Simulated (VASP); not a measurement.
An input for Quantum ESPRESSO's pw.x (written as the equivalent of a VASP run, and not itself run):

```
&CONTROL
  calculation = 'scf'
  pseudo_dir = './pseudo'
  outdir = './out'
  tprnfor = .true.
  tstress = .true.
/
&SYSTEM
  ibrav = 0
  nat = 6
  ntyp = 4
  ecutwfc = 110
  occupations = 'tetrahedra'
  input_dft = 'pbesol'
/
&ELECTRONS
  conv_thr = 7.3e-09
  electron_maxstep = 100
/
ATOMIC_SPECIES
  La 138.905 La.upf
  B 10.810 B.upf
  Ir 192.217 Ir.upf
  C 12.011 C.upf
CELL_PARAMETERS angstrom
    -1.9250137    1.9250137    5.2272274
     1.9250137   -1.9250137    5.2272274
     1.9250137    1.9250137   -5.2272274
ATOMIC_POSITIONS crystal
  La   0.0000000  0.0000000  0.0000000
  B    0.3550503  0.3550503  0.0000000
  B    0.6449497  0.6449497  0.0000000
  Ir   0.7500000  0.2500000  0.5000000
  Ir   0.2500000  0.7500000  0.5000000
  C    0.5000000  0.5000000  0.0000000
K_POINTS automatic
  13 13 13 0 0 0
```

Task: Write the VASP files for the same calculation (PBEsol).

Result: One answer among several that fit: 
File KPOINTS:
```
Automatic mesh
0
Gamma
13 13 13
0 0 0
```

**POSCAR**
```
LaB2Ir2C
1
   -1.9250137499     1.9250137499     5.2272273910
    1.9250137499    -1.9250137499     5.2272273910
    1.9250137499     1.9250137499    -5.2272273910
La B Ir C
1 2 2 1
Direct
  0.0000000000   0.0000000000   0.0000000000
  0.3550502615   0.3550502615   0.0000000000
  0.6449497385   0.6449497385   0.0000000000
  0.7500000000   0.2500000000   0.5000000000
  0.2500000000   0.7500000000   0.5000000000
  0.5000000000   0.5000000000   0.0000000000
```

### INCAR
```
! general
SYSTEM   =  LaB2Ir2C
PREC     =  Accurate
ENCUT    =  520
LREAL    =  .FALSE.
LASPH    =  .TRUE.   ! aspherical one-centre terms

! electronic loop
EDIFF    =  1E-7
NELM     =  100   ! most electronic steps
ALGO     =  Normal   ! blocked Davidson
LMAXMIX  =  6   ! l cut-off of mixed one-centre charges

! smearing
ISMEAR   =  -5

! functional
GGA      =  PS

! ions
ISIF     =  2   ! forces and stress, cell fixed

! output
LWAVE    =  .FALSE.
LCHARG   =  .TRUE.
LORBIT   =  11
NEDOS    =  601   ! DOS grid

! other
LEFG     =  .TRUE.
```

POTCAR, in this order: La B Ir C (PBE.64 set). Program: vasp_std.

Limits of the translation: the potentials are each code's own (VASP's PAW set, PseudoDojo norm-conserving files in pw.x), so ENCUT and ecutwfc are chosen apart and not converted; conv_thr bounds pw.x's estimated SCF error, while EDIFF bounds the energy change between steps; the field gradients of LEFG aren't asked of the other code.

The structure comes from a computed database's LaB2Ir2C entry (I4/mmm); how it stands against other phases isn't given here. It was relaxed first.
